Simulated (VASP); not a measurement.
## Hf3ScN4 (ordered alloy cell): computed properties

Calculation: PBEsol GGA, VASP's PBE PAW potentials (set 64) (plane waves; VASP).

For Hf$_{3}$ScN$_{4}$, the space group is Cmmm (65) and the cell is a = 6.345 Å, b = 8.955 Å, c = 3.170 Å, α = β = γ = 90.00°. The volume per atom is 11.26 Å^3/atom and the band gap (over mesh and band path) comes out as none (metal, semimetal or under 0.01 eV). The density is 11.73 g/cm³.

```yaml
crystal:
  lattice:
    - [-0.00175, 4.48512, 4.47770]
    - [4.48512, -0.00175, 4.47770]
    - [2.24168, 2.24168, 0.00000]
  atoms:
    - { symbol: Sc, position: [0.00000, 0.00000, 0.00000] }
    - { symbol: N, position: [0.25060, 0.25060, 0.49879] }
    - { symbol: N, position: [0.25225, 0.74775, 0.50000] }
    - { symbol: N, position: [0.74775, 0.25225, 0.50000] }
    - { symbol: N, position: [0.74940, 0.74940, 0.50121] }
    - { symbol: Hf, position: [0.00000, 0.50000, 0.00000] }
    - { symbol: Hf, position: [0.50000, 0.00000, 0.00000] }
    - { symbol: Hf, position: [0.50000, 0.50000, 0.00000] }
```

Unless said otherwise, spin-orbit coupling is left out, though it shifts the bands of the heavy elements here.

The structure was generated: Hf3ScN4 was put into an ordered model structure (Cmmm), which need not be its known phase. It was relaxed first. Symmetry was kept, so distortions that lower it aren't found. The electron count is odd and the run is not spin-polarised, which forces a metal.
